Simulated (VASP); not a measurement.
All values below come from r2SCAN meta-GGA, VASP's PBE PAW potentials (set 64) (plane waves; VASP 6.6.1).

VASP ran on this input.

**KPOINTS**
```
Automatic mesh
0
Gamma
14 14 14
0 0 0
```

### POSCAR
```
Ag
1
   -1.6349449509     1.6349449509     1.6349449509
    1.6349449509    -1.6349449509     1.6349449509
    1.6349449509     1.6349449509    -1.6349449509
Ag
1
Direct
  0.0000000000   0.0000000000   0.0000000000
```

### INCAR
```
SYSTEM  =  Ag
LMAXMIX  =  4
EDIFF  =  1E-6   ! SCF stop (eV)
METAGGA  =  R2SCAN
ALGO  =  Normal   ! blocked Davidson
LMIXTAU  =  .True.
LREAL  =  .False.
ISMEAR  =  1
PREC  =  Accurate
LWAVE  =  .False.
EDIFFG  =  -0.01   ! ionic stop
NSW  =  60
LASPH  =  .True.
SIGMA  =  0.1
LCHARG  =  .False.
ISIF  =  3   ! ions, shape and volume
IBRION  =  2   ! conjugate gradients
NELM  =  100
ENCUT  =  400   ! plane-wave cut-off (eV)
```

POTCAR, in this order: Ag (PBE.64 set). Program: vasp_std.

Output of the run:

**OSZICAR**
```
       N       E                     dE             d eps       ncg     rms          rms(c)
DAV:   1     0.146526192432E+02    0.14653E+02   -0.49393E+03  2000   0.898E+02
DAV:   2    -0.244692215904E+02   -0.39122E+02   -0.37360E+02  1958   0.185E+02
DAV:   3    -0.247875527298E+02   -0.31833E+00   -0.31823E+00  2103   0.201E+01
DAV:   4    -0.247886308249E+02   -0.10781E-02   -0.10781E-02  2052   0.106E+00
DAV:   5    -0.247886444627E+02   -0.13638E-04   -0.13638E-04  2054   0.107E-01    0.572E+00
DAV:   6    -0.211599640778E+02    0.36287E+01   -0.81647E+00  1880   0.323E+01    0.514E+00
DAV:   7    -0.213130454414E+02   -0.15308E+00   -0.56928E-01  1882   0.751E+00    0.251E+00
DAV:   8    -0.212909436417E+02    0.22102E-01   -0.31765E-02  1880   0.184E+00    0.107E-01
DAV:   9    -0.213089395308E+02   -0.17996E-01   -0.48191E-02  1907   0.180E+00    0.224E-01
DAV:  10    -0.213083369864E+02    0.60254E-03   -0.15513E-03  1930   0.496E-01    0.103E-01
DAV:  11    -0.213149189582E+02   -0.65820E-02   -0.64244E-03  1892   0.671E-01    0.281E-02
DAV:  12    -0.213150940274E+02   -0.17507E-03   -0.69280E-04  1976   0.248E-01    0.313E-02
DAV:  13    -0.213151140280E+02   -0.20001E-04   -0.25152E-05  1959   0.660E-02    0.249E-02
DAV:  14    -0.213151635006E+02   -0.49473E-04   -0.53257E-05  1922   0.624E-02    0.147E-02
DAV:  15    -0.213151649177E+02   -0.14171E-05   -0.30738E-05  1971   0.549E-02    0.179E-03
DAV:  16    -0.213151645074E+02    0.41030E-06   -0.52963E-07  1015   0.793E-03
   1 F= -.21315165E+02 E0= -.21315267E+02  d E =-.213152E+02
```

File OUTCAR:
```
------------------------ aborting loop because EDIFF is reached ----------------------------------------
  FORCE on cell =-STRESS in cart. coord.  units (eV):
  Direction    XX          YY          ZZ          XY          YZ          ZX
  --------------------------------------------------------------------------------------
  Total       -0.0038262     -0.0038262     -0.0038262      0.0000000     -0.0000000      0.0000000
  in kB       -0.3506756     -0.3506756     -0.3506756      0.0000000     -0.0000000      0.0000000
  external PRESSURE =      -0.3506756 kB  Pullay stress =       0.0000000 kB
  volume of cell :       17.48
      direct lattice vectors                 reciprocal lattice vectors
    -1.634944951  1.634944951  1.634944951     0.000000000  0.305820694  0.305820694
     1.634944951 -1.634944951  1.634944951     0.305820694  0.000000000  0.305820694
     1.634944951  1.634944951 -1.634944951     0.305820694  0.305820694  0.000000000
 POSITION                                       TOTAL-FORCE (eV/Angst)
 -----------------------------------------------------------------------------------
      0.00000      0.00000      0.00000        -0.000000     -0.000000      0.000000
 -----------------------------------------------------------------------------------
    total drift:                                0.000000     -0.000000      0.000000
  FREE ENERGIE OF THE ION-ELECTRON SYSTEM (eV)
  ---------------------------------------------------
  free  energy   TOTEN  =       -21.3151645074 eV

  energy  without entropy=      -21.3154710670  energy(sigma->0) =      -21.31526669

 reached required accuracy - stopping structural energy minimisation
```
(Selected blocks of OUTCAR.)

The structure comes from a computed database's Ag entry (Im-3m); how it stands against other phases isn't given here. It was relaxed first. The start is the result of an earlier pass.
